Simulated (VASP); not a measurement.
Runs of VASP 6.6.1 on MgC2. The structure is tetragonal, space group P4_2/mnm (No. 136). The conventional cell has a = 3.951 Å, b = 3.951 Å, c = 4.987 Å, α = 90.00°, β = 90.00°, γ = 90.00°. Mg (site symmetry mmm) is surrounded by 2 C at 2.17 Å. Around C (site symmetry m2m) lie 1 C at 1.26 Å. The cell comes from a database or a generator and needn't be the stable form of this composition.

| task | level | potentials or basis | cell | cutoff (eV) | smearing | other keys | gap on the mesh (eV) | pressure (GPa) | largest force (eV/Å) |
| --- | --- | --- | --- | --- | --- | --- | --- | --- | --- |
| band structure | LMBJ | VASP PAW PBE potentials, release 64 (Mg, C) | as given | 520 | fermi-dirac 0.05 eV | - | (b) | - | - |
| band structure | PBEsol+D3 | VASP PAW PBE potentials, release 64 (Mg, C) | as given | 700 | fermi-dirac 0.02 eV | ENCUT = 700; ISYM = 0 | (a) | - | - |
| single point | PBEsol | VASP PAW PBE potentials, release 64 (Mg_pv, C) | as given | 520 | gaussian 0.1 eV | - | 2.46 | -2.0 | 0.09 |
| single point | PBE+MBD | VASP PAW PBE potentials, release 64 (Mg, C_s) | as given | 400 | fermi-dirac 0.02 eV | - | 2.58 | -2.9 | 0.94 |
| single point | BLYP+D3 | VASP PAW PBE potentials, release 64 (Mg, C_s) | cell strained at random at fixed volume | 400 | fermi-dirac 0.05 eV | - | 2.76 | 0.2 | 0.39 |

Alike in all rows: no spin polarisation; k mesh 7 × 7 × 6.

Fill in the values left out.

(a) 2.47; (b) 3.38.

Caveats: the standard files for N, O and F lose accuracy on very short bonds; the PAW data sets were made with another functional, which shifts forces and pressure a little (some runs); an odd mesh through Γ misses points on the zone boundary, where band edges often lie (some runs); the mesh misses the band edges, which the band path finds closer together (some runs).

The runs don't all hold the same shells in valence.
